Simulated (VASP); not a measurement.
An input for Quantum ESPRESSO's pw.x (written as the equivalent of a VASP run, and not itself run):

```
&CONTROL
  calculation = 'vc-relax'
  pseudo_dir = './pseudo'
  outdir = './out'
  tprnfor = .true.
  tstress = .true.
  nstep = 60
  forc_conv_thr = 0.00078
/
&SYSTEM
  ibrav = 0
  nat = 3
  ntyp = 2
  ecutwfc = 72
  occupations = 'smearing'
  smearing = 'gaussian'
  degauss = 0.003675
  input_dft = 'vdw-df-cx'
/
&ELECTRONS
  conv_thr = 7.3e-08
  electron_maxstep = 100
/
&IONS
/
&CELL
/
ATOMIC_SPECIES
  Sn 118.710 Sn.upf
  S 32.060 S.upf
CELL_PARAMETERS angstrom
     1.8299695   -3.1696003    0.0000000
     1.8299695    3.1696003   -0.0000000
     0.0000000    0.0000000    5.9088545
ATOMIC_POSITIONS crystal
  Sn   1.0000000  0.0000000  1.0000000
  S    0.3333330  0.6666670  0.2487272
  S    0.6666670  0.3333330  0.7512728
K_POINTS automatic
  6 6 4 0 0 0
```

Problem. Write the VASP files for the same calculation (vdW-DF-cx).

Solution. One answer among several that fit: 
### KPOINTS
```
Automatic mesh
0
Gamma
6 6 4
0 0 0
```

INCAR:
```
NSW = 60   ! most ionic steps
LASPH = .TRUE.   ! aspherical one-centre terms
EDIFFG = -0.02
ALGO = Normal
NELM = 100
LWAVE = .FALSE.
EDIFF = 1E-6
PREC = Accurate
LCHARG = .FALSE.
AGGAC = 0.0
ENCUT = 520
SYSTEM = SnS2
LUSE_VDW = .TRUE.
ISMEAR = 0   ! Gaussian
SIGMA = 0.05
IBRION = 2
LMAXMIX = 4
GGA = CX
LREAL = .FALSE.
ISIF = 3   ! ions, shape and volume
```

### POSCAR
```
SnS2
1.0
  1.8299694532  -3.1696003476   0.0000000000
  1.8299694532   3.1696003476   0.0000000000
  0.0000000000   0.0000000000   5.9088544516
Sn S
1 2
Cartesian
  1.8299694532  -3.1696003476   5.9088544516
  1.8299694532   1.0565355623   1.4696927195
  1.8299694532  -1.0565355623   4.4391617321
```

POTCAR, in this order: Sn_d S (PBE.64 set). Program: vasp_std.

The two are equivalent in intent, not identical: the potentials are each code's own (VASP's PAW set, PseudoDojo norm-conserving files in pw.x), so ENCUT and ecutwfc are chosen apart and not converted; conv_thr bounds pw.x's estimated SCF error, while EDIFF bounds the energy change between steps; forc_conv_thr acts on force components and is met together with etot_conv_thr.

The compound is SnS2 in the 1T layered structure. This run relaxes it. Symmetry was kept, so distortions that lower it aren't found. The start is the result of an earlier pass.
